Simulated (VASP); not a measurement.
Set up this calculation in VASP 6.6.1, as the native input.

```
Task                               : single point
Functional                         : HSE06
Potentials or basis                : VASP PAW PBE potentials, release 64 (Ti_sv, Te)
Cutoff                             : 520 eV
k mesh                             : 5 × 5 × 3
Occupations                        : fermi-dirac, width 0.05 eV
Spin                               : no spin polarisation
Grid for exact exchange (PRECFOCK) : Fast
Screening parameter                : 0.2 1/A
Further INCAR settings             : ALGO = Normal; EDIFF = 1e-07
```

TiTe2:

```xyz
3
Lattice="3.7770 0.0000 0.0000 -1.8885 3.2710 0.0000 0.0000 0.0000 6.4980" Properties=species:S:1:pos:R:3 pbc="T T T"
Ti    0.0000    0.0000    0.0000
Te    1.8885    1.0903    1.7077
Te    0.0000    2.1807    4.7903
```

These files were run (other wordings do the same):

POSCAR

```
TiTe2
1.0
    3.7770000000      0.0000000000      0.0000000000
   -1.8885000000      3.2709779501      0.0000000000
    0.0000000000      0.0000000000      6.4980000000
Ti Te
1 2
Direct
    0.0000000000      0.0000000000      0.0000000000
    0.6666666667      0.3333333333      0.2628000000
    0.3333333333      0.6666666667      0.7372000000
```

INCAR.step1

```
SYSTEM = TiTe2
ALGO = Normal
EDIFF = 1E-5
ENCUT = 520
GGA = PE
ISIF = 2
ISMEAR = -1
KPAR = 4
LASPH = .True.
LCHARG = .False.
LREAL = .False.
LWAVE = .True.
NELM = 80
PREC = Accurate
SIGMA = 0.05
```

INCAR.step2

```
SYSTEM = TiTe2
ALGO = Normal
EDIFF = 1E-7
ENCUT = 520
GGA = PE
HFSCREEN = 0.2
ISIF = 2
ISMEAR = -1
ISTART = 1
KPAR = 4
LASPH = .True.
LCHARG = .False.
LHFCALC = .True.
LREAL = .False.
LWAVE = .False.
NELM = 80
PREC = Accurate
PRECFOCK = Fast
SIGMA = 0.05
```

KPOINTS

```
k-points
0
Gamma
  5 5 3
  0 0 0
```

Potentials or basis: VASP PAW PBE potentials, release 64 (Ti_sv, Te).

The run is started by

```bash
$ cat potpaw_PBE.64/Ti_sv/POTCAR potpaw_PBE.64/Te/POTCAR > POTCAR
$ cp INCAR.step1 INCAR
$ mpirun -np 4 vasp_std > vasp.out
$ cp INCAR.step2 INCAR
$ mpirun -np 4 vasp_std > vasp.out
```

It gave:

```yaml
Pressure: -0.7 GPa
Largest_force: 0.320 eV/Å
Band_gap_on_the_k_mesh: none (metal or under the smearing width)
```

Caveat: the k mesh is coarse (spacing up to 0.38 Å⁻¹), so the values aren't converged, least of all with exact exchange; the PAW data sets were made with another functional, which shifts forces and pressure a little; this functional lacks dispersion, which binds the layers, so the pressure and a relaxed spacing across them are unreliable.

Wall time 4.2 min on 4 MPI ranks on Intel(R) Xeon(R) Platinum 8488C (Sapphire Rapids), on a shared host, peak memory 0.29 GiB a rank.
